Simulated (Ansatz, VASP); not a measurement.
# Cd2SeS: VASP beside Ansatz

Wanted: the spread between two codes on one cell, functional and k mesh. The cell is taken from a series of runs on this material, whose earlier steps may have relaxed, scaled, displaced or heated it; both programs get it as it stands.

Calculated with Ansatz 0.2.0; plane waves, with VASP 6.6.1 beside it; relaxation of cell and atoms at PBEsol with D3(BJ) and zone-centre phonons at PBEsol with D3(BJ).

### Step 1. Starting point

It takes space group P3m1 (No. 156, trigonal). The conventional cell has a = 4.165 Å, b = 4.165 Å, c = 6.810 Å, α = 90.00°, β = 90.00°, γ = 120.00°. Nearest to Cd lie 1 S at 2.50 Å and 3 Se at 2.58 Å. Cd has 3 S at 2.52 Å and 1 Se at 2.61 Å nearest. Nearest to Se lie 4 Cd at 2.58 to 2.61 Å. Nearest to S lie 4 Cd at 2.50 to 2.52 Å. Farther neighbours and most contacts between anions are not listed.

Structure file:

```
Cd Se S
1.0
     4.16500    0.00000    0.00000
    -2.08250    3.60699    0.00000
     0.00000    0.00000    6.80951
Cd Se S
2 1 1
Cartesian
  0.0000 0.0000 3.3246
  0.0000 2.4047 0.0745
  0.0000 2.4047 4.2728
  0.0000 0.0000 0.8263
```

### Step 2. VASP: relaxation of cell and atoms, PBEsol with D3(BJ)

The relaxed volume is the usual yardstick between codes: in a stiff, nearly cubic crystal its relative difference is about their pressure difference at one cell divided by the bulk modulus.

Lines of VASP's logs that name or quote its potential files are left out, and so is its time.

Input file INCAR:

```
SYSTEM = Cd2SeS
PREC = Accurate
ENCUT = 500
EDIFF = 1E-07
NELM = 120
ISMEAR = 0
SIGMA = 0.02
LREAL = .FALSE.
ALGO = Normal
GGA = PS
IVDW = 12
NBANDS = 24
LORBIT = 11
LWAVE = .FALSE.
LCHARG = .FALSE.
ISIF = 3
IBRION = 2
NSW = 80
EDIFFG = -0.005
LASPH = .TRUE.
GGA_COMPAT = .FALSE.
NELMIN = 4
EFERMI = MIDGAP
KPAR = 2
```

Input file POSCAR:

```
Cd2SeS
1.0
    4.1649990000      0.0000000000      0.0000000000
   -2.0825000000      3.6069950000      0.0000000000
    0.0000000000      0.0000000000      6.8095140000
Cd Se S
2 1 1
Direct
    0.0000000000      0.0000000000      0.4882339621
    0.3333333672      0.6666665743      0.0109440997
    0.3333333672      0.6666665743      0.6274700368
    0.0000000000      0.0000000000      0.1213509510
```

Input file KPOINTS:

```
Automatic mesh
0
Gamma
9 9 4
0 0 0
```

The projector-augmented-wave data sets are Cd, Se and S (PBE family, release 64).

Launch:

```console
> mpirun -np 2 vasp_std
```

Numbers of over 12 decimals in the logs are rounded to 6 here.

Log:

```text
[banner, memory and clock lines left out]
running    2 mpi-ranks, on    1 nodes
 distrk:  each k-point on    1 cores,    2 groups
 distr:  one band on    1 cores,    1 groups

 POSCAR found type information on POSCAR CdSeS
 POSCAR found :  3 types and       4 ions
|                                                                             |
|               ----> ADVICE to this user running VASP <----                  |
|                                                                             |
|     You enforced a specific xc type in the INCAR file but a different       |
|     [... a line on the potential file left out ...]
|     I HOPE YOU KNOW WHAT YOU ARE DOING!                                     |
|                                                                             |

 LDA part: xc-table for (Slater+PW92), standard interpolation
 POSCAR, INCAR and KPOINTS ok, starting setup
 FFT: planning ... GRIDC
 FFT: planning ... GRID_SOFT
 FFT: planning ... GRID
 WAVECAR not read
 entering main loop
       N       E                     dE             d eps       ncg     rms          rms(c)
DAV:   1     0.228362092703E+03    0.22836E+03   -0.16853E+04  2064   0.132E+03
DAV:   2    -0.301338716559E+01   -0.23138E+03   -0.22507E+03  2408   0.327E+02
DAV:   3    -0.137338698463E+02   -0.10720E+02   -0.10689E+02  2544   0.713E+01
DAV:   4    -0.138152634301E+02   -0.81394E-01   -0.81373E-01  2376   0.621E+00
DAV:   5    -0.138163842431E+02   -0.11208E-02   -0.11207E-02  2592   0.693E-01    0.105E+01
DAV:   6    -0.129727257290E+02    0.84366E+00   -0.17954E+00  2736   0.151E+01    0.816E+00
DAV:   7    -0.129433080926E+02    0.29418E-01   -0.68410E-01  2504   0.470E+00    0.334E+00
DAV:   8    -0.129362820747E+02    0.70260E-02   -0.97492E-02  2536   0.334E+00    0.507E-01
DAV:   9    -0.129352257329E+02    0.10563E-02   -0.15687E-02  2528   0.155E+00    0.133E-01
DAV:  10    -0.129351752366E+02    0.50496E-04   -0.10507E-03  2360   0.346E-01    0.764E-02
DAV:  11    -0.129352455753E+02   -0.70339E-04   -0.19712E-04  2512   0.993E-02    0.327E-02
DAV:  12    -0.129352668201E+02   -0.21245E-04   -0.30424E-05  2512   0.445E-02    0.966E-03
DAV:  13    -0.129352691281E+02   -0.23080E-05   -0.27476E-06  2440   0.108E-02    0.465E-03
DAV:  14    -0.129352700701E+02   -0.94193E-06   -0.18170E-06  2408   0.101E-02    0.221E-03
DAV:  15    -0.129352700778E+02   -0.77684E-08   -0.14385E-07  1896   0.330E-03
   1 F= -.14106795E+02 E0= -.14106795E+02  d E =-.141068E+02
 curvature:   0.00 expect dE= 0.000E+00 dE for cont linesearch  0.000E+00
 trial: gam= 0.00000 g(F)=  0.440E-05 g(S)=  0.271E-02 ort = 0.000E+00 (trialstep = 0.100E+01)
 search vector abs. value=  0.271E-02
 bond charge predicted
       N       E                     dE             d eps       ncg     rms          rms(c)
DAV:   1    -0.129803339538E+02   -0.45064E-01   -0.69622E-01  2224   0.877E+00    0.137E+00
DAV:   2    -0.129510687013E+02    0.29265E-01   -0.76513E-02  2256   0.349E+00    0.490E-01
DAV:   3    -0.129481080855E+02    0.29606E-02   -0.79265E-03  2360   0.769E-01    0.422E-01
DAV:   4    -0.129476365857E+02    0.47150E-03   -0.61089E-04  2192   0.173E-01    0.938E-02
DAV:   5    -0.129475536568E+02    0.82929E-04   -0.26770E-04  2696   0.187E-01    0.249E-02
DAV:   6    -0.129475542478E+02   -0.59091E-06   -0.29414E-05  2320   0.478E-02    0.831E-03
DAV:   7    -0.129475545787E+02   -0.33092E-06   -0.14382E-06  2608   0.672E-03    0.569E-03
DAV:   8    -0.129475545784E+02    0.27103E-09   -0.11954E-07  1760   0.257E-03
   2 F= -.14107520E+02 E0= -.14107520E+02  d E =-.725490E-03
 trial-energy change:   -0.000725  1 .order   -0.000741   -0.002710    0.001228
 step:   0.6831(harm=  0.6882)  dis= 0.00025  next Energy=   -14.107715 (dE=-0.921E-03)
 bond charge predicted
       N       E                     dE             d eps       ncg     rms          rms(c)
DAV:   1    -0.129474005958E+02    0.15398E-03   -0.69722E-02  2216   0.276E+00    0.423E-01
DAV:   2    -0.129444216432E+02    0.29790E-02   -0.78807E-03  2288   0.112E+00    0.150E-01
DAV:   3    -0.129441322143E+02    0.28943E-03   -0.82311E-04  2328   0.244E-01    0.128E-01
DAV:   4    -0.129440992933E+02    0.32921E-04   -0.60129E-05  2208   0.592E-02    0.283E-02
DAV:   5    -0.129440942500E+02    0.50433E-05   -0.27986E-05  2696   0.607E-02    0.932E-03
DAV:   6    -0.129440951279E+02   -0.87793E-06   -0.30987E-06  2288   0.156E-02    0.273E-03
DAV:   7    -0.129440950722E+02    0.55716E-07   -0.13126E-07  1840   0.222E-03
   3 F= -.14107709E+02 E0= -.14107709E+02  d E =-.913823E-03
 curvature:  -0.34 expect dE=-0.259E-06 dE for cont linesearch -0.691E-07
 trial: gam=-0.00833 g(F)=  0.529E-06 g(S)=  0.222E-06 ort = 0.233E-04 (trialstep = 0.937E+00)
 search vector abs. value=  0.551E-06
 reached required accuracy - stopping structural energy minimisation
```

OUTCAR, selected parts (step 2):

```text
ion  position               nearest neighbor table
   1  0.000  0.000  0.488-   4 2.50   3 2.58   3 2.58   3 2.58
   2  0.333  0.667  0.011-   4 2.52   4 2.52   4 2.52   3 2.61
   3  0.333  0.667  0.627-   1 2.58   1 2.58   1 2.58   2 2.61
   4  0.000  0.000  0.121-   1 2.50   2 2.52   2 2.52   2 2.52

  LATTYP: Found a hexagonal cell.
 ALAT       =     4.1649990000
 C/A-ratio  =     1.6349377275

 Subroutine GETGRP returns: Found  6 space group operations
 (whereof  6 operations were pure point group operations)

The static configuration has the point symmetry C_3v.

 Found     43 irreducible k-points:

   k-points           NKPTS =     43   k-points in BZ     NKDIM =     43   number of bands    NBANDS=     24

   dimension x,y,z NGX =    30 NGY =   30 NGZ =   50
   dimension x,y,z NGXF=    60 NGYF=   60 NGZF=  100

   ENCUT  =  500.0 eV  36.75 Ry    6.06 a.u.   7.59  7.59 12.42*2*pi/ulx,y,z

   NELECT =      36.0000    total number of electrons

 k-points in reciprocal lattice and weights: Automatic mesh
   0.00000000  0.00000000  0.00000000       0.003
   0.11111111 -0.00000000  0.00000000       0.019
   0.22222222 -0.00000000  0.00000000       0.019
   0.33333333 -0.00000000  0.00000000       0.019
   0.44444444 -0.00000000  0.00000000       0.019
   0.11111111  0.11111111  0.00000000       0.019
   0.22222222  0.11111111  0.00000000       0.037
   0.33333333  0.11111111  0.00000000       0.037
   0.44444444  0.11111111  0.00000000       0.019
[...]
0.33333333  0.22222222  0.50000000       0.037
   0.33333333  0.33333333  0.50000000       0.006

 Edisp (eV)   -1.15997

 average (electrostatic) potential at core
       1 -39.3307       2 -39.4442       3 -55.8597       4 -89.5613

 E-fermi :   1.7011

 k-point     1 :       0.0000    0.0000    0.0000
  band No.  band energies     occupation
    ...
     14       0.3142      2.00000
     15       0.3142      2.00000
     16       1.1317      2.00000
     17       1.3446      2.00000
     18       1.3446      2.00000
     19       2.0575      0.00000
     20       3.7017      0.00000
     21       7.2992      0.00000
     22       7.2992      0.00000
     23       7.5862      0.00000
    ...

 k-point     2 :       0.1111   -0.0000    0.0000
  band No.  band energies     occupation
    ...
     14      -0.2412      2.00000
     15       0.1577      2.00000
     16       0.4996      2.00000
     17       1.0472      2.00000
     18       1.2392      2.00000
     19       2.8267      0.00000
     20       4.2515      0.00000
     21       6.8806      0.00000
     22       7.4965      0.00000
     23       7.7642      0.00000
    ...

 k-point     3 :       0.2222   -0.0000    0.0000
  band No.  band energies     occupation
    ...
     14      -1.2372      2.00000
     15      -0.5931      2.00000
     16      -0.2038      2.00000
     17       0.7584      2.00000
     18       0.9791      2.00000
     19       3.7330      0.00000
     20       4.9172      0.00000
     21       6.4840      0.00000
     22       7.3884      0.00000
     23       7.8477      0.00000
    ...

 Edisp (eV)   -1.16361

  Total       0.00266     0.00266     0.00207    -0.00000     0.00000    -0.00000
  in kB       0.04132     0.04132     0.03228    -0.00000     0.00000    -0.00000
  external pressure =        0.04 kB  Pullay stress =        0.00 kB

  energy-cutoff  :      500.00
  volume of cell :      102.99
      direct lattice vectors                 reciprocal lattice vectors
     4.174369137 -0.000000001  0.000000000     0.239557156  0.138308420 -0.000000000
    -2.087185071  3.615109778  0.000000000     0.000000000  0.276616773 -0.000000000
     0.000000000  0.000000000  6.824894657    -0.000000000 -0.000000000  0.146522408

 POSITION                                       TOTAL-FORCE (eV/Angst)
 -----------------------------------------------------------------------------------
      0.00000      0.00000      3.33209         0.000000      0.000000      0.001999
     -0.00000      2.41007      0.07468         0.000000     -0.000000     -0.001724
     -0.00000      2.41007      4.28267        -0.000000     -0.000000     -0.001546
      4.17437     -0.00000      0.82802         0.000000      0.000000      0.001271
 -----------------------------------------------------------------------------------
    total drift:                               -0.000232      0.000234     -0.000114

  FREE ENERGIE OF THE ION-ELECTRON SYSTEM (eV)
  ---------------------------------------------------
  free  energy   TOTEN  =       -14.1077086744 eV

  energy  without entropy=      -14.1077086744  energy(sigma->0) =      -14.10770867

 reached required accuracy - stopping structural energy minimisation

 total charge
# of ion       s       p       d       tot
------------------------------------------
    1        0.453   0.350   9.553  10.356
    2        0.434   0.328   9.558  10.320
    3        1.443   2.405   0.026   3.875
    4        1.318   2.375   0.000   3.694
--------------------------------------------------
tot          3.648   5.459  19.137  28.244

[... 3 further parts left out ...]
```

The run keeps the 6 symmetry operations of its start, so it cannot find a distortion of lower symmetry.

(Continued in part 2 of 2.)

[Lines on the potential files, build, host, timing and source positions are cut from VASP's logs without a mark.]

[Logs are printed without paths, hosts, clocks, repeated set-up lines and the standing remarks that a program may print on its own settings, such as how far it seeks lower states.]

[Hosts, paths, dates, database ids (printed as entryN), source tags and the programs' standing remarks are cut or masked in the printed files.]
